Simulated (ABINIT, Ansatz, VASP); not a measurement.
Code comparison for LaS (Fm-3m, 2 atoms in the cell)

Self-consistent single point, at a second geometry (lattice scaled by 0.98). First geometry:

```
LaS
1.0
    0.00000     2.94160     2.94160
    2.94160     0.00000     2.94160
    2.94160     2.94160     0.00000
La S
1 1
Direct
  0.00000   0.00000   0.00000
  0.50000   0.50000   0.50000
```

Shared settings, as Ansatz (a quantum-chemistry and plane-wave program) writes them: kpoints.mp_grid.grid = 7 7 7; scf.occupations.method = fermi_dirac; scf.occupations.width = 0.0073 Ry. Potentials and cutoffs stand in the table.

```
code                                                                             model  ΔF from the first geometry (meV/atom)  pressure (GPa)   cutoff
------  ------------------------------------------------------------------------------  -------------------------------------  --------------  -------
ABINIT  PBEsol, norm-conserving pseudopotentials (PseudoDojo nc-sr-04 PBEsol standard)                                   -7.3            1.96  1497 eV
Ansatz                                                 PBEsol, PAW files made with PBE                                   -6.3            2.07  default
VASP                                        PBEsol, VASP's PBE PAW potentials (set 64)                                   -7.0            1.77   300 eV
```

The spread over the programs that give each value: ΔF from the first geometry within 1.0 meV/atom; pressure within 0.30 GPa.

Ansatz's pressure is given at a fixed set of plane waves, as the other plane-wave codes print theirs.

VASP's run is marked for a possible Pulay error in its stress at this cutoff; no cutoff test was made.

The starting cell comes from a database of computed structures (which also holds hypothetical and non-ambient phases and stackings), without a prior relaxation at this level. For this run, on top of that: lattice scaled by 0.98.

Left out of this page: Quantum ESPRESSO, CP2K, Elk, FLEUR and SIESTA (not drawn, or without a comparable value).

Keys are those of Ansatz 0.2.
